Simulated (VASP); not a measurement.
Method: PBEsol GGA, VASP's PBE PAW potentials (set 64) (plane waves; VASP).

Input for VASP

### KPOINTS
```
Regular mesh
0
gamma
 14 14 8
```

POSCAR:
```
Tc
1
    1.3571979865    -2.3507362526    -0.0000000000
    1.3571979865     2.3507362526    -0.0000000000
    0.0000000000     0.0000000000     4.3480181793
Tc
2
Direct
  0.3333330000   0.6666670000   0.2500000000
  0.6666670000   0.3333330000   0.7500000000
```

INCAR:
```
SYSTEM = Tc
PREC = Accurate
ENCUT = 480
EDIFF = 1E-7
NELM = 100
ALGO = Normal
LREAL = .FALSE.
LASPH = .TRUE.
ISMEAR = 1
SIGMA = 0.1
GGA = PS
LMAXMIX = 4
LWAVE = .FALSE.
LCHARG = .FALSE.
ISIF = 3
IBRION = 2
NSW = 40
EDIFFG = -0.01
PSTRESS = 20
```

POTCAR, in this order: Tc_pv (PBE.64 set). Program: vasp_std.

Q: What will the output report for the number of irreducible k-points (NKPTS), number of bands (NBANDS), largest plane-wave count, number of space-group operations, FFT grid (NGX, NGY, NGZ)?

A: 
```json
{
  "number of irreducible k-points (NKPTS)": "120",
  "number of bands (NBANDS)": "17",
  "largest_plane_wave_count": "683",
  "number_of_space_group_operations": "24",
  "FFT grid (NGX, NGY, NGZ)": "20 × 20 × 32"
}
```

The compound is Tc in the hcp structure. It was relaxed first under an external pressure of 2 GPa.
